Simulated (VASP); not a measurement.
These are r2SCAN+rVV10, VASP's PBE PAW potentials (set 64) (plane waves; VASP) values and carry that method's errors.

VASP input:

### INCAR
```
SYSTEM = Rh
PREC = Accurate; ENCUT = 400; LREAL = .FALSE.
LASPH = .TRUE.
EDIFF = 1E-6; NELM = 100; ALGO = Normal
LMAXMIX = 4; LMIXTAU = .TRUE.
ISMEAR = 1; SIGMA = 0.1
METAGGA = R2SCAN; LUSE_VDW = .TRUE.; BPARAM = 11.95
CPARAM = 0.0093
IBRION = 2; NSW = 60; ISIF = 3
EDIFFG = -0.01
LWAVE = .FALSE.; LCHARG = .FALSE.
```

File POSCAR:
```
Rh
1.0
  0.0000000000   1.8978500000   1.8978500000
  1.8978500000   0.0000000000   1.8978500000
  1.8978500000   1.8978500000   0.0000000000
Rh
1
Cartesian
  0.0000000000   0.0000000000   0.0000000000
```

### KPOINTS
```
Automatic mesh
0
Gamma
15 15 15
0 0 0
```

POTCAR, in this order: Rh_pv (PBE.64 set). Program: vasp_std.

Problem. What will the output report for the number of irreducible k-points (NKPTS), number of bands (NBANDS), largest plane-wave count, number of space-group operations, FFT grid (NGX, NGY, NGZ)?

Solution. 
| Item | Value |
|---|---|
| number of irreducible k-points (NKPTS) | 120 |
| number of bands (NBANDS) | 11 |
| largest plane-wave count | 262 |
| number of space-group operations | 48 |
| FFT grid (NGX, NGY, NGZ) | 18 × 18 × 18 |

The structure comes from a measured Rh entry (Fm-3m) of the Crystallography Open Database, whose conditions weren't checked. This run relaxes it. Symmetry was kept, so distortions that lower it aren't found.
